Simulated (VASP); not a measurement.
Given:

```
CELL_PARAMETERS angstrom
      4.00519     0.00000     0.00000
      0.00000     4.00519     0.00000
      0.00000     0.00000     4.00519
ATOMIC_POSITIONS crystal
  Sr 0.00000 0.00000 0.00000
  Ti 0.50000 0.50000 0.50000
  O  0.50000 0.00000 0.50000
  O  0.00000 0.50000 0.50000
  O  0.50000 0.50000 0.00000
```

Calculation: revTPSS meta-GGA, VASP's PBE PAW potentials (set 64) (plane waves; VASP). Numerical set-up: 520 eV cut-off, 6×6×6 Γ-centred mesh, Gaussian smearing of 0.050 eV, potentials Sr_sv Ti_sv O.

### Question
Estimate the energy per atom (σ→0), pressure, band gap (on the k-mesh) with the smallest direct gap where there is one.

### Answer

```yaml
band gap (on the k-mesh): 1.81 eV
smallest direct gap (on the k-mesh): 2.20 eV
energy per atom (σ→0): -6.942 eV/atom
pressure: -91.8 kbar
```

Total energies compare only between runs with the same potentials, cut-off and functional.

The compound is SrTiO3 in the cubic perovskite structure, the ideal cubic form; the compound distorts at low or room temperature. This cell is one point of a volume scan, at 1.06 of the reference volume.
